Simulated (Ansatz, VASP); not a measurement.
## PIr: VASP beside Ansatz

The input INCAR:

```
  PREC = Accurate
  ENCUT = 520
  EDIFF = 1E-6
  ISMEAR = 0
  SIGMA = 0.05
  LREAL = False
  LASPH = True
  NELM = 80
  ALGO = Normal
  ISIF = 2
  LWAVE = False
  LCHARG = True
  GGA = PE
  LELF = True
  LVHAR = True
  NBANDS = 14
```

File KPOINTS:

```
regular mesh
0
Gamma
  12 12 12
```

The input POSCAR:

```
PIr
1.0
    0.0000000000      2.6258420330      2.6258420330
    2.6258420330      0.0000000000      2.6258420330
    2.6258420330      2.6258420330      0.0000000000
Ir P
1 1
Direct
    0.0000000000      0.0000000000      0.0000000000
    0.2500000000      0.2500000000      0.2500000000
```

Input for Ansatz:

```yaml
crystal:
  lattice:
    - [0.0, 2.625842033, 2.625842033]
    - [2.625842033, 0.0, 2.625842033]
    - [2.625842033, 2.625842033, 0.0]
  atoms:
    - { symbol: Ir, position: [0.0, 0.0, 0.0] }
    - { symbol: P, position: [0.25, 0.25, 0.25] }
basis:
  ecutwfc: 420
  ecutrho_ratio: 4
kpoints:
  mp_grid: { grid: [12, 12, 12] }
hamiltonian:
  xc: pbe
scf:
  occupations: { method: gaussian, width: 0.05 }
output:
  forces: true
  stress: true
  eigenvalues: true
```

Alike in both runs: task single point; functional PBE; k mesh 12 × 12 × 12; occupations gaussian, width 0.05 eV; no spin polarisation.

|  | VASP | Ansatz |
| --- | --- | --- |
| version | VASP 6.6.1 | Ansatz 0.2.0 |
| potentials or method | VASP PAW PBE potentials, release 64 (Ir, P) | scalar-relativistic, plane waves, PAW |
| plane-wave cutoff (eV) | 520 | 420 |
| valence electrons in the cell | 14 | 22 |

Ansatz gave:

```
gap on the k mesh at the Fermi level (eV) : none
pressure (GPa)                            : -0.1
```

Question: Estimate VASP's values.

Answer: gap on the k mesh at the Fermi level (eV): none; pressure (GPa): 0.3.

A gap of «none» marks a metal or a gap that the smearing closes. The two sets of potentials don't hold the same shells in valence.

Spin-orbit coupling is left out, which matters for the levels of Ir.
